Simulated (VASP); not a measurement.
**Zn₄STe₃ (ordered alloy cell): computed properties**

Computed with PBEsol GGA, VASP's PBE PAW potentials (set 64) (plane waves; VASP 6.6.1).

| Item | Result |
|---|---|
| space group | Amm2 (38) |
| cell | a = 4.1731 Å, b = 8.3452 Å, c = 11.7609 Å, α = 90.00°, β = 90.00°, γ = 90.00° |
| volume per atom | 25.60 Å³/atom |
| band gap (over mesh and band path) | 0.47 eV |
| smallest direct gap (over mesh and band path) | 0.47 eV |
| band-edge character | direct, Γ to Γ |
| density | 5.48 g/cm³ |

```
Zn4STe3
1.0
    0.00035     5.90130     5.88046
    5.90130     0.00035     5.88046
    2.95082     2.95082     0.00000
Zn Te S
4 3 1
Direct
  0.99920   0.99920   0.00159
  0.97323   0.51088   0.01589
  0.51088   0.97323   0.01589
  0.51595   0.51595   0.96810
  0.12668   0.12668   0.24663
  0.12697   0.62237   0.25067
  0.62237   0.12697   0.25067
  0.62472   0.62472   0.25055
```

Unless said otherwise, spin-orbit coupling is left out, though it shifts the bands of the heavy elements here.

The structure was generated: Zn4STe3 was put into an ordered model structure (Amm2), which need not be its known phase. It was relaxed first. Symmetry was kept, so distortions that lower it aren't found.
